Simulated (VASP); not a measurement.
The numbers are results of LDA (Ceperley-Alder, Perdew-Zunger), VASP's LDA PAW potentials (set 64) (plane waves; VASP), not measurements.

The input files of a VASP run:

**POSCAR**
```
SrPd5
1
    5.2753400000     0.0000000000     0.0000000000
   -2.6376700000     4.5685790000     0.0000000000
    0.0000000000     0.0000000000     4.3041600000
Pd Sr
5 1
Direct
  0.3333330000   0.6666670000   0.0000000000
  0.6666670000   0.3333330000   0.0000000000
  0.5000000000   0.0000000000   0.5000000000
  0.5000000000   0.5000000000   0.5000000000
  0.0000000000   0.5000000000   0.5000000000
  0.0000000000   0.0000000000   0.0000000000
```

**KPOINTS**
```
Regular mesh
0
G
  7 7 7
0 0 0
```

### INCAR
```
SYSTEM = SrPd5
PREC = Accurate
ENCUT = 300
EDIFF = 1E-6
NELM = 100
ALGO = Normal
LREAL = .FALSE.
LASPH = .TRUE.
ISMEAR = 0
SIGMA = 0.1
LMAXMIX = 4
LWAVE = .FALSE.
LCHARG = .FALSE.
ISIF = 2
```

POTCAR, in this order: Pd Sr_sv (LDA.64 set). Program: vasp_std.

Output of the run:

File OUTCAR:
```
 ion  position               nearest neighbor table
   1  0.333  0.667  0.000-   5 2.64   5 2.64   3 2.64   3 2.64   4 2.64   4 2.64   6 3.05   2 3.05
                             2 3.05   6 3.05   6 3.05   2 3.05
   2  0.667  0.333  0.000-   5 2.64   5 2.64   3 2.64   3 2.64   4 2.64   4 2.64   6 3.05   1 3.05
                             1 3.05   6 3.05   6 3.05   1 3.05
   3  0.500  0.000  0.500-   1 2.64   2 2.64   1 2.64   2 2.64   4 2.64   5 2.64   4 2.64   5 2.64
                             6 3.40   6 3.40   6 3.40   6 3.40
   4  0.500  0.500  0.500-   1 2.64   2 2.64   1 2.64   2 2.64   5 2.64   5 2.64   3 2.64   3 2.64
                             6 3.40   6 3.40   6 3.40   6 3.40
   5  0.000  0.500  0.500-   1 2.64   2 2.64   1 2.64   2 2.64   4 2.64   4 2.64   3 2.64   3 2.64
                             6 3.40   6 3.40   6 3.40   6 3.40
   6  0.000  0.000  0.000-   1 3.05   2 3.05   2 3.05   1 3.05   2 3.05   1 3.05   3 3.40   3 3.40
                             3 3.40   3 3.40   5 3.40   5 3.40   5 3.40   4 3.40   4 3.40   5 3.40
  LATTYP: Found a hexagonal cell.
 ALAT       =     5.2753400000
 C/A-ratio  =     0.8159019134
 Subroutine PRICEL returns:
 Original cell was already a primitive cell.
 Subroutine GETGRP returns: Found 24 space group operations
The static configuration has the point symmetry D_6h.
The dynamic configuration has the point symmetry D_6h.
 Subroutine INISYM returns: Found 24 space group operations
 Subroutine IBZKPT returns following result:
 Found     32 irreducible k-points:

 Following reciprocal coordinates:
            Coordinates               Weight
  0.000000  0.000000  0.000000      1.000000
  0.142857 -0.000000  0.000000      6.000000
  0.285714 -0.000000  0.000000      6.000000
  0.428571 -0.000000  0.000000      6.000000
  0.142857  0.142857  0.000000      6.000000
  0.285714  0.142857  0.000000     12.000000
  0.428571  0.142857  0.000000      6.000000
  0.285714  0.285714  0.000000      6.000000
  0.000000  0.000000  0.142857      2.000000
  0.142857 -0.000000  0.142857     12.000000
  0.285714 -0.000000  0.142857     12.000000
  0.428571 -0.000000  0.142857     12.000000
  0.142857  0.142857  0.142857     12.000000
...
```

**OSZICAR**
```
       N       E                     dE             d eps       ncg     rms          rms(c)
DAV:   1     0.279578669813E+03    0.27958E+03   -0.22188E+04  2304   0.106E+03
DAV:   2    -0.261677596021E+02   -0.30575E+03   -0.29329E+03  2568   0.285E+02
DAV:   3    -0.382060646704E+02   -0.12038E+02   -0.11772E+02  2980   0.534E+01
DAV:   4    -0.385033295817E+02   -0.29726E+00   -0.29685E+00  3148   0.719E+00
DAV:   5    -0.385081629562E+02   -0.48334E-02   -0.48328E-02  2800   0.878E-01    0.344E+01
DAV:   6    -0.369495105460E+02    0.15587E+01   -0.11661E+01  2500   0.220E+01    0.129E+01
DAV:   7    -0.369916323838E+02   -0.42122E-01   -0.58934E+00  2464   0.216E+01    0.978E+00
DAV:   8    -0.365653291013E+02    0.42630E+00   -0.17548E+00  2412   0.151E+01    0.511E+00
DAV:   9    -0.365430164545E+02    0.22313E-01   -0.10777E-01  2648   0.252E+00    0.726E-01
DAV:  10    -0.365425752424E+02    0.44121E-03   -0.81540E-03  2772   0.613E-01    0.216E-01
DAV:  11    -0.365426439899E+02   -0.68747E-04   -0.23531E-03  2504   0.447E-01    0.107E-01
DAV:  12    -0.365425152805E+02    0.12871E-03   -0.80407E-04  2424   0.293E-01    0.398E-02
DAV:  13    -0.365425080140E+02    0.72666E-05   -0.53458E-05  2484   0.773E-02    0.136E-02
DAV:  14    -0.365425076609E+02    0.35308E-06   -0.27293E-06  1908   0.114E-02
   1 F= -.36542508E+02 E0= -.36526591E+02  d E =-.318329E-01
```

OUTCAR:
```
------------------------ aborting loop because EDIFF is reached ----------------------------------------
  FORCE on cell =-STRESS in cart. coord.  units (eV):
  Direction    XX          YY          ZZ          XY          YZ          ZX
  --------------------------------------------------------------------------------------
  Total        1.3239303      1.3239306      1.1399077      0.0000000     -0.0000000     -0.0000000
  in kB       20.4482287     20.4482336     17.6059826      0.0000000     -0.0000000     -0.0000000
  external PRESSURE =      19.5008150 kB  Pullay stress =       0.0000000 kB
  volume of cell :      103.73
      direct lattice vectors                 reciprocal lattice vectors
     5.275340000  0.000000000  0.000000000     0.189561242  0.109443221  0.000000000
    -2.637670000  4.568579000  0.000000000     0.000000000  0.218886441  0.000000000
     0.000000000  0.000000000  4.304160000     0.000000000  0.000000000  0.232333371
 POSITION                                       TOTAL-FORCE (eV/Angst)
 -----------------------------------------------------------------------------------
     -0.00000      3.04572      0.00000         0.000000      0.000000      0.000000
      2.63767      1.52286      0.00000        -0.000000      0.000000     -0.000000
      2.63767      0.00000      2.15208         0.000000      0.000000      0.000000
      1.31883      2.28429      2.15208         0.000000      0.000000      0.000000
     -1.31883      2.28429      2.15208         0.000000      0.000000      0.000000
      0.00000      0.00000      0.00000         0.000000      0.000000      0.000000
 -----------------------------------------------------------------------------------
    total drift:                                0.000000      0.000000      0.000000
  FREE ENERGIE OF THE ION-ELECTRON SYSTEM (eV)
  ---------------------------------------------------
  free  energy   TOTEN  =       -36.5425076609 eV

  energy  without entropy=      -36.5106747360  energy(sigma->0) =      -36.52659120
```
(Selected blocks of OUTCAR.)

At this cut-off the stress carries a Pulay error, which pulls relaxed volumes low.

The structure comes from a measured SrPd5 entry of the Crystallography Open Database, whose conditions weren't checked. The cell was not relaxed at this level, and its volume differs by -5.9 % from the start's.
